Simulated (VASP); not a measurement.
# W(100) over its thickness, part 3 of 7

How many layers does a slab of W(100) need before surface energy, work function and relaxation settle?

VASP 6.6.1; PBE; plane waves and PAW (W).

So far. Step 4 (Relaxing the slab, layers 4): The run ended after 11 ionic steps, 0.555 eV below its first step, once the forces on the free atoms met EDIFFG = -0.01. Step 5 (The vacuum level, layers 4): The vacuum level lies 4.14 eV above the Fermi level at the upper face; both faces agree, as the slab has next to no dipole.

## 6. Relaxing the slab, layers 5

System of this step: W(100). The cell holds 5 atoms: 5 W. Its edges and angles: a = 3.172 Å, b = 3.172 Å, c = 21.344 Å, α = 90.0°, β = 90.0°, γ = 90.0°. It derives from W. 5 layers of bcc W, cut at this functional's lattice. Vacuum lies along c.

INCAR

```
SYSTEM = W
PREC = Normal
ENCUT = 320
EDIFF = 1E-06
NELM = 120
ISMEAR = 1
SIGMA = 0.15
LREAL = .FALSE.
ALGO = Fast
GGA = PE
NBANDS = 21
LASPH = .TRUE.
LORBIT = 11
LWAVE = .FALSE.
LCHARG = .FALSE.
KPAR = 4
IBRION = 2
NSW = 50
ISIF = 2
EDIFFG = -0.01
POTIM = 0.4
MAXMIX = 40
```

POSCAR

```
W
1.0
    3.1720616382      0.0000000000      0.0000000000
    0.0000000000      3.1720616382      0.0000000000
    0.0000000000      0.0000000000     21.3441232764
W
5
Direct
    0.0000000000      0.0000000000      0.3513847800
    0.5000000000      0.5000000000      0.4256923900
    0.0000000000      0.0000000000      0.5000000000
    0.5000000000      0.5000000000      0.5743076100
    0.0000000000      0.0000000000      0.6486152200
```

KPOINTS

```
Automatic mesh
0
Gamma
10 10 1
0 0 0
```

Potentials, in the order of the species: W (PBE family, release 64).

Run with:

```
mpirun -np 4 vasp_std
```

Log:

```text
[banner, memory and clock lines left out]
running    4 mpi-ranks, on    1 nodes
[...]
LDA part: xc-table for (Slater+PW92), standard interpolation
 POSCAR, INCAR and KPOINTS ok, starting setup
[...]
entering main loop
       N       E                     dE             d eps       ncg     rms          rms(c)
DAV:   1     0.104724930779E+03    0.10472E+03   -0.86654E+03   882   0.769E+02
DAV:   2    -0.497285056487E+02   -0.15445E+03   -0.14788E+03  1310   0.194E+02
DAV:   3    -0.636744170779E+02   -0.13946E+02   -0.13142E+02  1077   0.595E+01
DAV:   4    -0.647283073204E+02   -0.10539E+01   -0.10127E+01  1530   0.138E+01
[...]
RMM:  22    -0.596149659980E+02    0.27706E-05   -0.77413E-06   782   0.955E-03    0.121E-02
RMM:  23    -0.596149640966E+02    0.19014E-05   -0.54178E-05  1104   0.245E-02    0.657E-03
RMM:  24    -0.596149644429E+02   -0.34620E-06   -0.44456E-06   716   0.115E-02
   1 F= -.59614964E+02 E0= -.59610379E+02  d E =-.596150E+02
[... from here on, the cycles between the ionic steps are left out ...]
   2 F= -.59903216E+02 E0= -.59901340E+02  d E =-.288252E+00
   3 F= -.59914595E+02 E0= -.59913214E+02  d E =-.299630E+00
   4 F= -.59914760E+02 E0= -.59913404E+02  d E =-.299795E+00
   5 F= -.59937302E+02 E0= -.59935632E+02  d E =-.225423E-01
   6 F= -.59962246E+02 E0= -.59959353E+02  d E =-.474858E-01
   7 F= -.59962977E+02 E0= -.59959814E+02  d E =-.482174E-01
   8 F= -.59963324E+02 E0= -.59960678E+02  d E =-.346986E-03
   9 F= -.59963650E+02 E0= -.59960797E+02  d E =-.672560E-03
[...]
reached required accuracy - stopping structural energy minimisation
```

It took 52 s on 4 MPI ranks of Intel Xeon 6975P-C (Granite Rapids), shared host; peak memory 0.66 GiB.

Parts of OUTCAR (step 6):

```text
  Total       -4.2254469     -4.2254469     -0.2875598      0.0000000      0.0000000      0.0000000
  in kB      -31.5225739    -31.5225739     -2.1452468      0.0000000      0.0000000      0.0000000
  external PRESSURE =     -21.7301316 kB  Pullay stress =       0.0000000 kB

 POSITION                                       TOTAL-FORCE (eV/Angst)
 -----------------------------------------------------------------------------------
      0.00000      0.00000      7.65366        -0.000000     -0.000000     -0.007681
      1.58603      1.58603      9.06085        -0.000000      0.000000     -0.001687
      3.17206      0.00000     10.67206        -0.000000      0.000000     -0.000000
      1.58603      1.58603     12.28327        -0.000000      0.000000      0.001687
      3.17206      0.00000     13.69047         0.000000     -0.000000      0.007681
 -----------------------------------------------------------------------------------
    total drift:                                0.000000     -0.000000     -0.000000

  FREE ENERGIE OF THE ION-ELECTRON SYSTEM (eV)
  ---------------------------------------------------
  free  energy   TOTEN  =       -59.9636498742 eV

  energy  without entropy=      -59.9550905347  energy(sigma->0) =      -59.96079676

[... 1 part as in an earlier step ...]

[... 3 further parts left out ...]
[key lines of the parts left out:]
E-fermi :   0.3326
```

The steps of the relaxation:

| step | energy less that of the first step (eV) | largest force (eV/Å) |
| --- | --- | --- |
| 1 | 0.0000 | 1.8157 |
| 2 | -0.2883 | 0.7209 |
| 3 | -0.2996 | 0.4729 |
| 4 | -0.2998 | 0.4165 |
| 5 | -0.3223 | 0.3508 |
| 6 | -0.3473 | 0.1586 |
| 7 | -0.3480 | 0.1104 |
| 8 | -0.3484 | 0.0842 |
| 9 | -0.3487 | 0.0077 |

The atoms that moved most (Å):

| atom | dx | dy | dz | length |
| --- | --- | --- | --- | --- |
| W5 | 0.000 | 0.000 | -0.154 | 0.154 |
| W1 | 0.000 | 0.000 | 0.154 | 0.154 |
| W4 | 0.000 | 0.000 | 0.025 | 0.025 |
| W2 | 0.000 | 0.000 | -0.025 | 0.025 |

Final coordinates:

```xyz
5
Lattice="3.1721 0.0000 0.0000 0.0000 3.1721 0.0000 0.0000 0.0000 21.3441" Properties=species:S:1:pos:R:3
W     0.0000    0.0000    7.6537
W     1.5860    1.5860    9.0609
W     0.0000    0.0000   10.6721
W     1.5860    1.5860   12.2833
W     0.0000    0.0000   13.6905
```

The run ended after 9 ionic steps, 0.349 eV below its first step, once the forces on the free atoms met EDIFFG = -0.01.

## 7. The vacuum level, layers 5

INCAR, as its differences from that of step 6:

```diff
@@ -16,7 +16,6 @@
 KPAR = 4
-IBRION = 2
-NSW = 50
-ISIF = 2
-EDIFFG = -0.01
-POTIM = 0.4
-MAXMIX = 40
+IDIPOL = 3
+LDIPOL = .TRUE.
+DIPOL = 0.5 0.5 0.5
+LVHAR = .TRUE.
+LVACPOTAV = .TRUE.
```

POSCAR

```
W
1.0
    3.1720616382      0.0000000000      0.0000000000
    0.0000000000      3.1720616382      0.0000000000
    0.0000000000      0.0000000000     21.3441232764
W
5
Direct
    0.0000000000      0.0000000000      0.3585838409
    0.5000000000      0.5000000000      0.4245128647
    0.0000000000      0.0000000000      0.5000000000
    0.5000000000      0.5000000000      0.5754871353
    0.0000000000      0.0000000000      0.6414161591
```

KPOINTS is that of step 6.

Run with:

```
mpirun -np 4 vasp_std
```

Log:

```text
[... set-up lines as in an earlier step ...]
 entering main loop
       N       E                     dE             d eps       ncg     rms          rms(c)
DAV:   1     0.110757493405E+03    0.11076E+03   -0.87218E+03   882   0.769E+02
DAV:   2    -0.496899776038E+02   -0.16045E+03   -0.15351E+03  1320   0.198E+02
DAV:   3    -0.638115938108E+02   -0.14122E+02   -0.13513E+02  1061   0.612E+01
DAV:   4    -0.647895369595E+02   -0.97794E+00   -0.94407E+00  1556   0.135E+01
[...]
RMM:  22    -0.599636349188E+02    0.15078E-04   -0.20699E-05  1168   0.190E-02    0.105E-02
RMM:  23    -0.599636423996E+02   -0.74808E-05   -0.81198E-05  1373   0.272E-02    0.106E-02
RMM:  24    -0.599636417068E+02    0.69284E-06   -0.61145E-06   949   0.119E-02
 [... a notice as in an earlier step ...]

   1 F= -.59963642E+02 E0= -.59960787E+02  d E =-.856435E-02
```

Wall time 12 s (4 MPI ranks); peak memory 0.64 GiB.

OUTCAR, selected parts (step 7):

```text
  Total       -4.2307913     -4.2307913     -0.2778697      0.0000000      0.0000000     -0.0000000
  in kB      -31.5624441    -31.5624441     -2.0729566      0.0000000      0.0000000     -0.0000000
  external PRESSURE =     -21.7326150 kB  Pullay stress =       0.0000000 kB

 POSITION                                       TOTAL-FORCE (eV/Angst)
 -----------------------------------------------------------------------------------
      0.00000      0.00000      7.65366         0.000000     -0.000000     -0.005464
      1.58603      1.58603      9.06085         0.000000      0.000000     -0.001244
      0.00000      0.00000     10.67206         0.000000      0.000000      0.000000
      1.58603      1.58603     12.28327        -0.000000      0.000000      0.001244
      0.00000      0.00000     13.69047        -0.000000     -0.000000      0.005464
 -----------------------------------------------------------------------------------
    total drift:                                0.000000     -0.000000      0.000000

  FREE ENERGIE OF THE ION-ELECTRON SYSTEM (eV)
  ---------------------------------------------------
  free  energy   TOTEN  =       -59.9636417068 eV

  energy  without entropy=      -59.9550773520  energy(sigma->0) =      -59.96078692

[... 2 parts as in an earlier step ...]

[... 1 further part left out ...]
[key lines of the parts left out:]
E-fermi :   0.3319
```

The vacuum level lies 4.14 eV above the Fermi level at the upper face; both faces agree, as the slab has next to no dipole.

The program found no field-free point at its default tolerance, but its printed level agrees with the flat part of the planar average.

## 8. Surface relaxation, layers 6

System of this step: W(100). The cell holds 6 atoms: 6 W. Its edges and angles: a = 3.172 Å, b = 3.172 Å, c = 22.930 Å, α = 90.0°, β = 90.0°, γ = 90.0°. It derives from W. 6 layers of bcc W, cut at this functional's lattice. Vacuum lies along c.

INCAR

```
SYSTEM = W
PREC = Normal
ENCUT = 320
EDIFF = 1E-06
NELM = 120
ISMEAR = 1
SIGMA = 0.15
LREAL = .FALSE.
ALGO = Fast
GGA = PE
NBANDS = 24
LASPH = .TRUE.
LORBIT = 11
LWAVE = .FALSE.
LCHARG = .FALSE.
KPAR = 4
IBRION = 2
NSW = 50
ISIF = 2
EDIFFG = -0.01
POTIM = 0.4
MAXMIX = 40
```

POSCAR

```
W
1.0
    3.1720616382      0.0000000000      0.0000000000
    0.0000000000      3.1720616382      0.0000000000
    0.0000000000      0.0000000000     22.9301540955
W
6
Direct
    0.5000000000      0.5000000000      0.3270802300
    0.0000000000      0.0000000000      0.3962481400
    0.5000000000      0.5000000000      0.4654160500
    0.0000000000      0.0000000000      0.5345839500
    0.5000000000      0.5000000000      0.6037518600
    0.0000000000      0.0000000000      0.6729197700
```

KPOINTS is that of step 7.

Run with:

```
mpirun -np 4 vasp_std
```

Log:

```text
[banner, memory and clock lines left out]
running    4 mpi-ranks, on    1 nodes
[...]
LDA part: xc-table for (Slater+PW92), standard interpolation
 POSCAR, INCAR and KPOINTS ok, starting setup
[...]
entering main loop
       N       E                     dE             d eps       ncg     rms          rms(c)
DAV:   1     0.126379203305E+03    0.12638E+03   -0.10707E+04  1008   0.818E+02
DAV:   2    -0.612631186779E+02   -0.18764E+03   -0.17959E+03  1504   0.211E+02
DAV:   3    -0.776603620758E+02   -0.16397E+02   -0.15928E+02  1312   0.632E+01
DAV:   4    -0.787014462171E+02   -0.10411E+01   -0.99310E+00  1680   0.138E+01
[...]
RMM:  26    -0.726547005475E+02   -0.79242E-05   -0.77793E-06   934   0.800E-03    0.365E-03
RMM:  27    -0.726547021919E+02   -0.16444E-05   -0.61884E-07   613   0.415E-03    0.359E-03
RMM:  28    -0.726547026064E+02   -0.41450E-06   -0.10679E-07   552   0.265E-03
   1 F= -.72654703E+02 E0= -.72658533E+02  d E =-.726547E+02
[... from here on, the cycles between the ionic steps are left out ...]
   2 F= -.72991918E+02 E0= -.72992785E+02  d E =-.337215E+00
   3 F= -.73010702E+02 E0= -.73010171E+02  d E =-.356000E+00
   4 F= -.73010718E+02 E0= -.73009964E+02  d E =-.356016E+00
   5 F= -.73027668E+02 E0= -.73026579E+02  d E =-.169502E-01
   6 F= -.73044402E+02 E0= -.73042240E+02  d E =-.336834E-01
   7 F= -.73052830E+02 E0= -.73051005E+02  d E =-.842829E-02
   8 F= -.73053912E+02 E0= -.73052192E+02  d E =-.950990E-02
   9 F= -.73053914E+02 E0= -.73052197E+02  d E =-.951247E-02
  10 F= -.73054125E+02 E0= -.73052371E+02  d E =-.211065E-03
  11 F= -.73054136E+02 E0= -.73052378E+02  d E =-.221677E-03
  12 F= -.73054138E+02 E0= -.73052377E+02  d E =-.223527E-03
  13 F= -.73054156E+02 E0= -.73052264E+02  d E =-.185344E-04
 trial-energy change:   -0.000019  1 .order   -0.000013   -0.000053    0.000026
 step:   1.2966(harm=  1.1692)  dis= 0.00068  next Energy=   -73.054160 (dE=-0.218E-04)
 reached required accuracy - stopping structural energy minimisation
```

Elapsed: 74 s, on 4 MPI ranks; peak memory 0.72 GiB.

From OUTCAR (step 8):

```text
  Total       -3.8606115     -3.8606115     -0.3999621      0.0000000      0.0000000      0.0000000
  in kB      -26.8087447    -26.8087447     -2.7774049      0.0000000      0.0000000      0.0000000
  external PRESSURE =     -18.7982981 kB  Pullay stress =       0.0000000 kB

 POSITION                                       TOTAL-FORCE (eV/Angst)
 -----------------------------------------------------------------------------------
      1.58603      1.58603      7.66251         0.000000     -0.000000     -0.005960
      0.00000      0.00000      9.05255         0.000000      0.000000      0.008649
      1.58603      1.58603     10.70176         0.000000      0.000000      0.000122
      0.00000      3.17206     12.22839        -0.000000      0.000000     -0.000122
      1.58603      1.58603     13.87760         0.000000      0.000000     -0.008649
      0.00000      0.00000     15.26765         0.000000      0.000000      0.005960
 -----------------------------------------------------------------------------------
    total drift:                                0.000000     -0.000000     -0.000000

  FREE ENERGIE OF THE ION-ELECTRON SYSTEM (eV)
  ---------------------------------------------------
  free  energy   TOTEN  =       -73.0541562115 eV

  energy  without entropy=      -73.0484786995  energy(sigma->0) =      -73.05226371

[... 1 part as in an earlier step ...]

[... 3 further parts left out ...]
[key lines of the parts left out:]
E-fermi :   0.7296
```

Step by step:

| step | energy less that of the first step (eV) | largest force (eV/Å) |
| --- | --- | --- |
| 1 | 0.0000 | 1.8796 |
| 2 | -0.3372 | 0.7045 |
| 3 | -0.3560 | 0.2950 |
| 4 | -0.3560 | 0.3286 |
| 5 | -0.3730 | 0.2857 |
| 6 | -0.3897 | 0.2423 |
| 7 | -0.3981 | 0.0712 |
| 8 | -0.3992 | 0.0439 |
| 9 | -0.3992 | 0.0491 |
| 10 | -0.3994 | 0.0138 |
| 11 | -0.3994 | 0.0141 |
| 12 | -0.3994 | 0.0153 |
| 13 | -0.3995 | 0.0086 |

The atoms that moved most (Å):

| atom | dx | dy | dz | length |
| --- | --- | --- | --- | --- |
| W6 | 0.000 | 0.000 | -0.163 | 0.163 |
| W1 | 0.000 | 0.000 | 0.163 | 0.163 |
| W2 | 0.000 | 0.000 | -0.033 | 0.033 |
| W5 | 0.000 | 0.000 | 0.033 | 0.033 |
| W3 | 0.000 | 0.000 | 0.030 | 0.030 |
| W4 | 0.000 | 0.000 | -0.030 | 0.030 |

The relaxed structure:

```xyz
6
Lattice="3.1721 0.0000 0.0000 0.0000 3.1721 0.0000 0.0000 0.0000 22.9302" Properties=species:S:1:pos:R:3
W     1.5860    1.5860    7.6625
W     0.0000    0.0000    9.0526
W     1.5860    1.5860   10.7018
W     0.0000    0.0000   12.2284
W     1.5860    1.5860   13.8776
W     0.0000    0.0000   15.2676
```

The run ended after 13 ionic steps, 0.399 eV below its first step, once the forces on the free atoms met EDIFFG = -0.01.

## 9. The vacuum level, layers 6

INCAR, as its differences from that of step 8:

```diff
@@ -16,7 +16,6 @@
 KPAR = 4
-IBRION = 2
-NSW = 50
-ISIF = 2
-EDIFFG = -0.01
-POTIM = 0.4
-MAXMIX = 40
+IDIPOL = 3
+LDIPOL = .TRUE.
+DIPOL = 0.5 0.5 0.5
+LVHAR = .TRUE.
+LVACPOTAV = .TRUE.
```

POSCAR

```
W
1.0
    3.1720616382      0.0000000000      0.0000000000
    0.0000000000      3.1720616382      0.0000000000
    0.0000000000      0.0000000000     22.9301540955
W
6
Direct
    0.5000000000      0.5000000000      0.3341672901
    0.0000000000      0.0000000000      0.3947880237
    0.5000000000      0.5000000000      0.4667111747
    0.0000000000      0.0000000000      0.5332888253
    0.5000000000      0.5000000000      0.6052119763
    0.0000000000      0.0000000000      0.6658327099
```

KPOINTS is that of step 8.

Run with:

```
mpirun -np 4 vasp_std
```

Log:

```text
[... set-up lines as in an earlier step ...]
 entering main loop
       N       E                     dE             d eps       ncg     rms          rms(c)
DAV:   1     0.132795683509E+03    0.13280E+03   -0.10767E+04  1008   0.818E+02
DAV:   2    -0.612291066792E+02   -0.19402E+03   -0.18518E+03  1488   0.214E+02
DAV:   3    -0.776261931408E+02   -0.16397E+02   -0.15994E+02  1304   0.647E+01
DAV:   4    -0.786428822509E+02   -0.10167E+01   -0.10041E+01  1688   0.137E+01
[...]
RMM:  27    -0.730541526661E+02   -0.23289E-05   -0.40214E-07   669   0.384E-03    0.137E-03
RMM:  28    -0.730541553809E+02   -0.27148E-05   -0.34861E-07   645   0.242E-03    0.101E-03
RMM:  29    -0.730541560648E+02   -0.68392E-06   -0.21556E-07   500   0.194E-03
 [... a notice as in an earlier step ...]

   1 F= -.73054156E+02 E0= -.73052263E+02  d E =-.567935E-02
```

It took 16 s on 4 MPI ranks; peak memory 0.68 GiB.

Parts of OUTCAR (step 9):

```text
  Total       -3.8579931     -3.8579931     -0.4002798      0.0000000      0.0000000      0.0000000
  in kB      -26.7905615    -26.7905615     -2.7796109      0.0000000      0.0000000      0.0000000
  external PRESSURE =     -18.7869113 kB  Pullay stress =       0.0000000 kB

 POSITION                                       TOTAL-FORCE (eV/Angst)
 -----------------------------------------------------------------------------------
      1.58603      1.58603      7.66251         0.000000      0.000000     -0.005562
      0.00000      0.00000      9.05255         0.000000      0.000000      0.007468
      1.58603      1.58603     10.70176         0.000000      0.000000      0.001388
      0.00000      0.00000     12.22839         0.000000      0.000000     -0.001388
      1.58603      1.58603     13.87760         0.000000     -0.000000     -0.007468
      0.00000      0.00000     15.26765         0.000000     -0.000000      0.005562
 -----------------------------------------------------------------------------------
    total drift:                                0.000000      0.000000      0.000000

  FREE ENERGIE OF THE ION-ELECTRON SYSTEM (eV)
  ---------------------------------------------------
  free  energy   TOTEN  =       -73.0541560648 eV

  energy  without entropy=      -73.0484767148  energy(sigma->0) =      -73.05226295

[... 2 parts as in an earlier step ...]

[... 1 further part left out ...]
[key lines of the parts left out:]
E-fermi :   0.7292
```

The vacuum level lies 4.21 eV above the Fermi level at the upper face; both faces agree, as the slab has next to no dipole.

The program found no field-free point at its default tolerance, but its printed level agrees with the flat part of the planar average.

(Continued in part 4 of 7.)

[Lines on the potential files, build, host, timing and source positions are cut from VASP's logs without a mark.]

[Logs are printed without paths, hosts, clocks, repeated set-up lines and the standing remarks that a program may print on its own settings, such as how far it seeks lower states.]

[Hosts, paths, dates, database ids (printed as entryN), source tags and the programs' standing remarks are cut or masked in the printed files.]

[Runs that stopped without an error message from VASP are left out.]
